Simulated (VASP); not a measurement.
Consider the following.

```xyz
2
Lattice="0.0000 3.5065 3.5065 3.5065 0.0000 3.5065 3.5065 3.5065 0.0000" Properties=species:S:1:pos:R:3 pbc="T T T"
Ba     0.0000     0.0000     0.0000
Te     3.5065     3.5065     3.5065
```

Computed with optB86b-vdW, VASP's PBE PAW potentials (set 64) (plane waves; VASP). Run with 520 eV cut-off, Gaussian smearing of 0.050 eV, potentials Ba_sv Te.

Unless said otherwise, spin-orbit coupling is left out, though it shifts the bands of the heavy elements here.

### Question
Give the energies of bands 6 to 11 at the high-symmetry points, in eV from the valence-band maximum.

### Answer

```
band     Γ      X      U      L      W
----  ----  -----  -----  -----  -----
6     0.00  -1.14  -1.26  -2.23  -1.27
7     0.00  -0.38  -1.06  -1.11  -0.95
8     0.00  -0.38  -0.77  -1.11  -0.95
9     2.86   1.52   2.56   4.17   3.50
10    2.92   4.46   4.98   4.74   3.50
11    2.92   4.61   5.15   4.87   4.83
```

The gap is indirect, 1.52 eV, from the valence maximum at Γ to the conduction minimum at X.

The compound is BaTe in the rock salt structure. It was relaxed first.
